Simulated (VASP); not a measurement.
Given:

```
CELL_PARAMETERS angstrom
      0.00000     2.97562     2.97562
      2.97562     0.00000     2.97562
      2.97562     2.97562     0.00000
ATOMIC_POSITIONS crystal
  Cd 0.00000 0.00000 0.00000
  S  0.25000 0.25000 0.25000
```

Calculation: PBEsol GGA, VASP's PBE PAW potentials (set 64) (plane waves; VASP 6.6.1). Run with 520 eV cut-off, 8×8×8 Γ-centred mesh, Gaussian smearing of 0.050 eV, potentials Cd S.

### Question
Give the stress tensor in GPa (positive for a compressed cell).

### Answer

```
-3.12   0.00   0.00
 0.00  -3.12   0.00
 0.00   0.00  -3.12
```
The pressure is its mean diagonal, -3.12 GPa.

The compound is CdS in the zinc blende structure, a metastable form; wurtzite is the usual one. This cell is one point of a volume scan, at 1.06 of the reference volume.
